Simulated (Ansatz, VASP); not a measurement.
## WSe2: VASP beside Ansatz

Aim: how closely do two programs agree when they are given the same cell, functional and k mesh? The cell is taken from a series of runs on this material, whose earlier steps may have relaxed or scaled it; both programs get it as it stands.

Method: plane waves, with VASP 6.6.1 beside it; single point at PBEsol and single point at PBEsol, spin-orbit coupling, in Ansatz 0.2.0.

## (1) The structure

The structure is hexagonal, space group P6_3/mmc (No. 194). Conventional cell: a = 3.290 Å, b = 3.290 Å, c = 12.970 Å, α = 90.00°, β = 90.00°, γ = 120.00°. Nearest to W lie 6 Se at 2.53 Å. Nearest to Se lie 3 W at 2.53 Å. Farther neighbours and most contacts between anions are not listed.

## (2) VASP: single point, PBEsol

With cell and atoms fixed, the geometry can't cause a difference; cores, projectors, grids and the points listed under the comparison can.

Lines of VASP's logs that name or quote its potential files are left out, and so is its time.

INCAR reads:

```
SYSTEM = WSe2
PREC = Accurate
ENCUT = 400
EDIFF = 1E-06
NELM = 100
ISMEAR = -1
SIGMA = 0.05
LREAL = .FALSE.
ALGO = Normal
GGA = PS
NBANDS = 24
LORBIT = 11
LWAVE = .FALSE.
LCHARG = .FALSE.
KPAR = 2
ISIF = 2
```

POSCAR reads:

```
WSe2
1.0
    3.2900000000      0.0000000000      0.0000000000
   -1.6450000000      2.8492235785      0.0000000000
    0.0000000000      0.0000000000     12.9700000000
W Se
2 4
Direct
    0.3333333333      0.6666666667      0.2500000000
    0.6666666667      0.3333333333      0.7500000000
    0.3333333333      0.6666666667      0.6210000000
    0.6666666667      0.3333333333      0.1210000000
    0.3333333333      0.6666666667      0.8790000000
    0.6666666667      0.3333333333      0.3790000000
```

KPOINTS reads:

```
Automatic mesh
0
Gamma
8 8 2
0 0 0
```

PAW data sets: W and Se (PBE family, release 64).

Command:

```console
$ mpirun -np 2 vasp_std
```

Numbers of over 12 decimals in the logs are rounded to 6 here.

The log of the run:

```text
[banner, memory and clock lines left out]
running    2 mpi-ranks, on    1 nodes
 distrk:  each k-point on    1 cores,    2 groups
 distr:  one band on    1 cores,    1 groups

 POSCAR found type information on POSCAR W Se
 POSCAR found :  2 types and       6 ions
|                                                                             |
|               ----> ADVICE to this user running VASP <----                  |
|                                                                             |
|     You enforced a specific xc type in the INCAR file but a different       |
|     [... a line on the potential file left out ...]
|     I HOPE YOU KNOW WHAT YOU ARE DOING!                                     |
|                                                                             |

 LDA part: xc-table for (Slater+PW92), standard interpolation
 POSCAR, INCAR and KPOINTS ok, starting setup
 FFT: planning ... GRIDC
 FFT: planning ... GRID_SOFT
 FFT: planning ... GRID
 WAVECAR not read
 entering main loop
       N       E                     dE             d eps       ncg     rms          rms(c)
DAV:   1     0.155837714652E+03    0.15584E+03   -0.13518E+04   960   0.106E+03
DAV:   2    -0.362835101299E+02   -0.19212E+03   -0.18439E+03  1320   0.235E+02
DAV:   3    -0.485247337142E+02   -0.12241E+02   -0.12141E+02  1280   0.602E+01
DAV:   4    -0.487288528266E+02   -0.20412E+00   -0.20344E+00  1248   0.842E+00
DAV:   5    -0.487336963052E+02   -0.48435E-02   -0.48387E-02  1368   0.107E+00    0.322E+01
DAV:   6    -0.471109618266E+02    0.16227E+01   -0.77939E+00  1424   0.131E+01    0.127E+01
DAV:   7    -0.468491076663E+02    0.26185E+00   -0.41918E+00  1304   0.103E+01    0.795E+00
DAV:   8    -0.466556119872E+02    0.19350E+00   -0.64243E-01  1320   0.474E+00    0.626E-01
DAV:   9    -0.466539773421E+02    0.16346E-02   -0.55534E-02  1296   0.127E+00    0.431E-01
DAV:  10    -0.466533033047E+02    0.67404E-03   -0.53840E-03  1240   0.415E-01    0.247E-01
DAV:  11    -0.466532576316E+02    0.45673E-04   -0.73265E-04  1208   0.139E-01    0.175E-01
DAV:  12    -0.466532517020E+02    0.59296E-05   -0.23079E-04  1328   0.842E-02    0.370E-02
DAV:  13    -0.466532531795E+02   -0.14775E-05   -0.16322E-05  1336   0.219E-02    0.120E-02
DAV:  14    -0.466532528651E+02    0.31444E-06   -0.11045E-06   824   0.648E-03
   1 F= -.46653253E+02 E0= -.46653252E+02  d E =-.183858E-05
```

OUTCAR, selected parts (step 2):

```text
ion  position               nearest neighbor table
   1  0.333  0.667  0.250-   4 2.53   6 2.53   4 2.53   6 2.53   4 2.53   6 2.53
   2  0.667  0.333  0.750-   3 2.53   5 2.53   3 2.53   5 2.53   3 2.53   5 2.53
   3  0.333  0.667  0.621-   2 2.53   2 2.53   2 2.53
   4  0.667  0.333  0.121-   1 2.53   1 2.53   1 2.53
   5  0.333  0.667  0.879-   2 2.53   2 2.53   2 2.53
   6  0.667  0.333  0.379-   1 2.53   1 2.53   1 2.53

  LATTYP: Found a hexagonal cell.
 ALAT       =     3.2900000000
 C/A-ratio  =     3.9422492401

 Subroutine GETGRP returns: Found 24 space group operations
 (whereof 12 operations were pure point group operations)

The static configuration has the point symmetry D_3d.
 The point group associated with its full space group is D_6h.

 Found     20 irreducible k-points:

   k-points           NKPTS =     20   k-points in BZ     NKDIM =     20   number of bands    NBANDS=     24

   dimension x,y,z NGX =    24 NGY =   24 NGZ =   90
   dimension x,y,z NGXF=    48 NGYF=   48 NGZF=  180

   ENCUT  =  400.0 eV  29.40 Ry    5.42 a.u.   5.37  5.37 21.15*2*pi/ulx,y,z

   NELECT =      36.0000    total number of electrons

 k-points in reciprocal lattice and weights: Automatic mesh
   0.00000000  0.00000000  0.00000000       0.008
   0.12500000  0.00000000  0.00000000       0.047
   0.25000000  0.00000000  0.00000000       0.047
   0.37500000  0.00000000  0.00000000       0.047
   0.50000000  0.00000000  0.00000000       0.023
   0.12500000  0.12500000  0.00000000       0.047
   0.25000000  0.12500000  0.00000000       0.094
   0.37500000  0.12500000  0.00000000       0.094
   0.25000000  0.25000000  0.00000000       0.047
[...]
0.25000000  0.25000000  0.50000000       0.047
   0.37500000  0.25000000  0.50000000       0.047

 average (electrostatic) potential at core
       1 -40.5048       2 -40.5048       3 -53.1959       4 -53.1959       5 -53.1959
       6 -53.1959

 E-fermi :   5.6313

 k-point     1 :       0.0000    0.0000    0.0000
  band No.  band energies     occupation
    ...
     14       3.6747      2.00000
     15       3.6747      2.00000
     16       4.0397      2.00000
     17       4.1487      2.00000
     18       5.1697      1.99980
     19       7.8183      0.00000
     20       7.8183      0.00000
     21       7.8708      0.00000
     22       7.8709      0.00000
     23       7.9203      0.00000
    ...

 k-point     2 :       0.1250    0.0000    0.0000
  band No.  band energies     occupation
    ...
     14       3.3101      2.00000
     15       3.5084      2.00000
     16       4.0808      2.00000
     17       4.3148      2.00000
     18       4.7812      2.00000
     19       7.1664      0.00000
     20       7.4267      0.00000
     21       7.6029      0.00000
     22       7.6081      0.00000
     23       7.6168      0.00000
    ...

 k-point     3 :       0.2500    0.0000    0.0000
  band No.  band energies     occupation
    ...
     14       3.2350      2.00000
     15       3.3218      2.00000
     16       3.6870      2.00000
     17       3.8084      2.00000
     18       3.9410      2.00000
     19       6.4637      0.00000
     20       7.1526      0.00000
     21       7.4069      0.00000
     22       7.4183      0.00000
     23       7.4221      0.00000
    ...

  Total       -1.4429510     -1.4429510     -0.5537341      0.0000000      0.0000000     -0.0000000
  in kB      -19.0151508    -19.0151508     -7.2970857      0.0000000      0.0000000     -0.0000000
  external PRESSURE =     -15.1091291 kB  Pullay stress =       0.0000000 kB

  energy-cutoff  :      400.00
  volume of cell :      121.58
      direct lattice vectors                 reciprocal lattice vectors
     3.290000000  0.000000000  0.000000000     0.303951368  0.175486404  0.000000000
    -1.645000000  2.849223579  0.000000000     0.000000000  0.350972808  0.000000000
     0.000000000  0.000000000 12.970000000     0.000000000  0.000000000  0.077101002

 POSITION                                       TOTAL-FORCE (eV/Angst)
 -----------------------------------------------------------------------------------
     -0.00000      1.89948      3.24250        -0.000000     -0.000000      0.000000
      1.64500      0.94974      9.72750        -0.000000     -0.000000      0.000000
     -0.00000      1.89948      8.05437         0.000000      0.000000      0.145924
      1.64500      0.94974      1.56937         0.000000     -0.000000      0.145924
     -0.00000      1.89948     11.40063         0.000000      0.000000     -0.145924
      1.64500      0.94974      4.91563        -0.000000     -0.000000     -0.145924
 -----------------------------------------------------------------------------------
    total drift:                               -0.000000      0.000000     -0.000000

  FREE ENERGIE OF THE ION-ELECTRON SYSTEM (eV)
  ---------------------------------------------------
  free  energy   TOTEN  =       -46.6532528651 eV

  energy  without entropy=      -46.6532510265  energy(sigma->0) =      -46.65325195

 total charge
# of ion       s       p       d       tot
------------------------------------------
    1        0.535   0.621   4.215   5.370
    2        0.535   0.621   4.215   5.370
    3        1.477   2.338   0.071   3.886
    4        1.477   2.338   0.071   3.886
    5        1.477   2.338   0.071   3.886
    6        1.477   2.338   0.071   3.886
--------------------------------------------------
tot          6.977  10.594   8.712  26.283

[... 3 further parts left out ...]
```

This run has no spin polarisation, although W can carry a moment. LASPH is off, so gradient terms of the non-spherical density inside the spheres are left out; for open d or f shells this can shift gaps and moments. The data set W keeps the semicore shell frozen, which is cheaper and a little less accurate.

## (3) Ansatz: single point, PBEsol

Ansatz runs on its default PAW (the set named soft_2) files.

The same cell, functional, mesh and smearing now go to Ansatz, which takes its cutoff from its data sets.

input.yaml reads:

```yaml
crystal:
  lattice:
    - [3.29, 0.0, 0.0]
    - [-1.645, 2.8492235785, 0.0]
    - [0.0, 0.0, 12.97]
  atoms:
    - { symbol: W, position: [0.3333333333, 0.6666666667, 0.25] }
    - { symbol: W, position: [0.6666666667, 0.3333333333, 0.75] }
    - { symbol: Se, position: [0.3333333333, 0.6666666667, 0.621] }
    - { symbol: Se, position: [0.6666666667, 0.3333333333, 0.121] }
    - { symbol: Se, position: [0.3333333333, 0.6666666667, 0.879] }
    - { symbol: Se, position: [0.6666666667, 0.3333333333, 0.379] }
kpoints:
  mp_grid: { grid: [8, 8, 2] }
scf:
  occupations: { method: fermi_dirac, width: 0.05 }
hamiltonian:
  xc: pbesol
  pseudopotentials: { kind: paw }
output:
  forces: true
  stress: true
  populations: true
```

Command:

```console
$ ansatz run input.yaml --threads 4 --pin off --max-ram 8192MiB --backend cpu --events-out ev --progress --plain --runs-dir out
```

The log of the run:

```text
Engine: ansatz 0.2.0, x86_64-unknown-linux-gnu
Pseudopotentials: kind: paw
Pseudopotential: W, paw, valence charge 14, recommended cutoff 420 eV (normal), W.paw.azcp
Pseudopotential: Se, paw, valence charge 16, recommended cutoff 420 eV (normal), Se.paw.azcp
Functional definition: PBEsol
  exchange = pbesol_x
  correlation = pbesol_c
Crystal: 6 atoms, lattice volume = 121.580 Å³
Basis set: ecut = 420 eV, 2419 PW (Γ), exchange–correlation on 48×48×180 points (8 copies of the dense FFT grid, shifted against one another)
Bands: 56, of which v1, the nominal top of the filled ones, is band 46 counted from 1 (45 counted from 0)
Symmetry: 24 space group operations
Space group: P63/mmc (ITA 194), of the structure as read, at distance tolerance 5.0e-5 Å
k-points: 20 of 128
Non-local potential: W, projectors of the file, l = 0: 3, l = 1: 2, l = 2: 2, l = 3: 1
Non-local potential: Se, projectors of the file, l = 0: 2, l = 1: 2, l = 2: 3, l = 3: 1
PAW form: soft (Blöchl's): semilocal exchange-correlation on the pseudo side does not see the compensation charge
PAW frozen core: W, regenerated for the run's functional, and the local potential with it (the file was generated under x = pbe(κ = 0.804, μ = 0.219515), c = pbe(β = 0.066725))
PAW frozen core: Se, regenerated for the run's functional, and the local potential with it (the file was generated under x = pbe(κ = 0.804, μ = 0.219515), c = pbe(β = 0.066725))
PAW one-centre angular grid: W, 590 points (default); XC on 64 Gauss nodes
PAW one-centre angular grid: Se, 590 points (default); XC on 64 Gauss nodes
Initial density: superposition of atomic densities (neutral atoms: chi_scale 0, normalization atom), corrected by the library's trained network
Initial wavefunctions: pseudopotential atomic-orbital guess
Functional: x = pbesol(κ = 0.804, μ = 0.123457), c = pbesol(β = 0.046)
SCF iter   1: F=—  HF=-42213.516614 eV  |F-HF|=—  |Δ(HF+E_count)|=         —  Δρ=4.84e-3  dr2=1.56e-2  ethr=1.77e-3  ⟨swp⟩=6.3  Hψ=3995  notcnv=0
preconditioner: auto → Resta (q_TF=auto, 2.604 Å⁻¹)  ε∞=6.1  [insulator: Δε(μ)=1.047 eV  Ē_g=8.961 eV  σ=0.050 eV  W_gap=1.00  n_scr=40 (ndim 8)  ℏωp=20.2 eV  f_vac=0.044  D(μ)=0.00/eV (n_scr^D=0)  ε∞_Penn≈6.1]
SCF iter   2: F=—  HF=-42213.519983 eV  |F-HF|=—  |Δ(HF+E_count)|=   3.37e-3  Δρ=2.67e-3  dr2=3.13e-3  ethr=1.69e-5  ⟨swp⟩=3.0  Hψ=2281  notcnv=0  defer=19
SCF iter   3: F=—  HF=-42213.521779 eV  |F-HF|=—  |Δ(HF+E_count)|=   1.80e-3  Δρ=1.34e-3  dr2=8.51e-4  ethr=3.40e-6  ⟨swp⟩=1.9  Hψ=1118  notcnv=0  defer=19
SCF iter   4: F=—  HF=-42213.522475 eV  |F-HF|=—  |Δ(HF+E_count)|=   6.96e-4  Δρ=1.16e-4  dr2=4.28e-5  ethr=9.25e-7  ⟨swp⟩=2.0  Hψ=1428  notcnv=0  defer=19
SCF iter   5: F=—  HF=-42213.522487 eV  |F-HF|=—  |Δ(HF+E_count)|=   1.19e-5  Δρ=5.98e-5  dr2=7.61e-6  ethr=4.65e-8  ⟨swp⟩=2.4  Hψ=1886  notcnv=0  defer=19
SCF iter   6: F=—  HF=-42213.522492 eV  |F-HF|=—  |Δ(HF+E_count)|=   5.06e-6  Δρ=1.55e-5  dr2=3.36e-7  ethr=8.27e-9  ⟨swp⟩=2.9  Hψ=1958  notcnv=0  defer=19
SCF iter   7: F=-42213.522492 eV  HF=-42213.522492 eV  |F-HF|=1.32e-8  |Δ(HF+E_count)|=   2.86e-7  Δρ=4.07e-6  dr2=2.84e-8  ethr=1.09e-10  ⟨swp⟩=9.3  Hψ=4483  notcnv=0
SCF 1 converged in 7 iterations: F = -42213.522492 eV  dr2 = 2.84e-8
  greatest PAW one-centre occupation: 1.000 electrons in one spin orbital (limit 2), on the Se atom at site 5 (counted from 0), in its partial waves of l = 2
SCF converged after 7 iterations
Free energy (F): -42213.522492 eV
Harris-Foulkes:  -42213.522492 eV  (|F-HF|=1.32e-8)
Internal energy: -42213.522491 eV  (E = F + TS)
E sigma→0 (E₀):  -42213.522491 eV
Entropy (-TS):   -0.000002 eV (-0.000 meV/atom)
Fermi energy:    13.275960 eV
--- Per-component energies (eV) ---
  E_band       = -1696.919303
  E_kinetic    = 1378.563859
  E_local      = -11442.851498  (includes V_loc(G=0)·N_el)
  E_nonlocal   = -2361.903472
  E_hartree    = 5493.452993
  E_xc         = -945.687133
  E_vxc        = -872.227128  (∫ρ·V_xc dr)
  E_paw        = -24344.726675  (= ΣΔE_a)
  E_vpaw       = 614.595822  (= ΣTr[D̂ρ^β])
  E_aug_tail   = -0.002496  (compensation charges beyond the density's cutoff)
  E_ewald      = -9994.845457
  E_core_change = 4.477386  (= ΣΔE_core)
  E_smearing   = -0.000002  (= −TS)
  E_closure    = 0.000000  (closes the sum)
  Σ components = -42213.522492   (vs F -42213.522492, Δ=0.00e0)
--- Forces (eV/Å), atoms counted from 1 ---
  atom   1  W      0.00000000    -0.00000000     0.00000000
  atom   2  W      0.00000000     0.00000000     0.00000000
  atom   3  Se    -0.00000000    -0.00000000     0.12977173
  atom   4  Se    -0.00000000     0.00000000     0.12977173
  atom   5  Se     0.00000000    -0.00000000    -0.12977173
  atom   6  Se    -0.00000000     0.00000000    -0.12977173
  max |Σ_I F_I| component: 4.63e-18 eV/Å
--- Stress (GPa, compression-positive) ---
       -1.601823       0.000000       0.000000
        0.000000      -1.601823       0.000000
        0.000000       0.000000      -0.523120
  P = ⅓ Tr σ = -1.2423 GPa (-12.423 kbar)
--- Band table (eV; the first three rows and the last of 20) ---
  k-point 0: bands = [... 42 lower, 11.3149, 11.6844, 11.7655, 12.8120, 15.4517, 15.4517, 15.5020, 15.5020, ... 6 higher]
  k-point 1: bands = [... 42 lower, 11.2874, 11.2874, 12.5975, 12.5975, 15.4578, 15.4578, 15.4578, 15.4578, ... 6 higher]
  k-point 2: bands = [... 42 lower, 11.1447, 11.7258, 11.9344, 12.4229, 14.8029, 15.0679, 15.2415, 15.2429, ... 6 higher]
  k-point 19: bands = [... 42 lower, 10.1705, 10.1705, 12.3114, 12.3114, 14.3475, 14.3475, 15.3010, 15.3010, ... 6 higher]
--- Löwdin populations: 6 sites ---
  site symbol       q [e]
     0      W     13.6304
     1      W     13.6304
     2     Se     16.0815
     3     Se     16.0815
     4     Se     16.0815
     5     Se     16.0815
  spilling = 0.004489 (of n_electrons = 92.000000)
```

In the SCF lines HF is the Harris–Foulkes energy and dr2 the Hartree energy of the density residual, in eV; the loop may stop once dr2 is under the threshold and the program's other checks hold. Hψ counts applications of the Hamiltonian.

The run ends at a pressure of -1.24 GPa, with forces up to 0.13 eV/Å.

## (4) Differences

Known differences besides the PAW data sets themselves: the data sets hold 92 valence electrons in Ansatz (default PAW (the set named soft_2) files) and 36 in VASP; the cutoff is 420 eV in Ansatz and 400 eV in VASP; Ansatz makes its cores anew for this functional, VASP keeps those of its PBE data sets; VASP leaves aspherical gradient terms in its spheres out (LASPH is not set), Ansatz keeps them. Total energies have different zeros and are not compared.

Compared:

```tsv
quantity	Ansatz	VASP	difference
pressure (GPa)	-1.24	-1.51	+0.27
gap on the k mesh (eV)	1.051	1.046	+0.005
```

Forces (eV/Å; atoms numbered as in POSCAR):

```tsv
atom	Ansatz x, y, z	VASP x, y, z
W1	0.000, 0.000, 0.000	0.000, 0.000, 0.000
W2	0.000, 0.000, 0.000	0.000, 0.000, 0.000
Se3	0.000, 0.000, 0.130	0.000, 0.000, 0.146
Se4	0.000, 0.000, 0.130	0.000, 0.000, 0.146
Se5	0.000, 0.000, -0.130	0.000, 0.000, -0.146
Se6	0.000, 0.000, -0.130	0.000, 0.000, -0.146
```

The forces differ by 7.6 meV/Å r.m.s., which is 11.1 % of the r.m.s. force of 0.07 eV/Å (both taken over all components).

## (5) Looking for the cause

How far does this hang on the set-up? Further runs change one program's set-up at a time, as the table lists.

```tsv
run	r.m.s. force difference (meV/Å)
as above	7.6
VASP with the data sets W_sv_GW and Se_GW and a cutoff of 520 eV	15
```

(Part 1 of 2 ends here.)

[Lines on the potential files, build, host, timing and source positions are cut from VASP's logs without a mark.]

[Logs are printed without paths, hosts, clocks, repeated set-up lines and the standing remarks that a program may print on its own settings, such as how far it seeks lower states.]

[Hosts, paths, dates, database ids (printed as entryN), source tags and the programs' standing remarks are cut or masked in the printed files.]
